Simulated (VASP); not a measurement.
A run of VASP 6.6.1:

Contents of INCAR:

```
SYSTEM = Sr
PREC = Accurate ; ENCUT = 520
EDIFF = 1E-6 ; ISMEAR = -1
SIGMA = 0.05 ; LREAL = .False.
LASPH = .True. ; NELM = 60
ALGO = Normal ; ISIF = 2
LWAVE = .False. ; LCHARG = .False.
LDIPOL = .True. ; IDIPOL = 3
DIPOL = 0.5 0.5 0.500 ; GGA = PS
LUSE_VDW = .True. ; IVDW_NL = 2
BPARAM = 20.0 ; CPARAM = 0.0093
IBRION = 2 ; NSW = 40
EDIFFG = -0.02
```

File KPOINTS:

```
Automatic mesh
0
Gamma
  7 7 1
  0 0 0
```

File POSCAR:

```
Sr
1.0
    4.3100002206      0.0000000000      0.0000000000
   -2.1550001103      3.7325696815      0.0000000000
    0.0000000000      0.0000000000     22.0500000000
Sr
3
Selective dynamics
Direct
    0.3333333333      0.6666666666      0.3401360544  F F F
    0.6666666667      0.3333333334      0.5000000000  T T T
    0.3333333333      0.6666666666      0.6598639456  T T T
```

Potentials or basis: VASP PAW PBE potentials, release 64 (Sr_sv).

Command:

```bash
$ cat potpaw_PBE.64/Sr_sv/POTCAR > POTCAR
$ mpirun -np 1 vasp_std > vasp.out
```

Hardware: 1 thread of Intel(R) Xeon(R) 6975P-C (Granite Rapids), with other jobs on the host.

Question: How long does it take, and how much memory?

Answer: It took 39 min on 1 thread of Intel(R) Xeon(R) 6975P-C (Granite Rapids), on a shared host, peak memory 1.1 GiB. Counts: scf iterations 132, k points 8, ion steps 10.
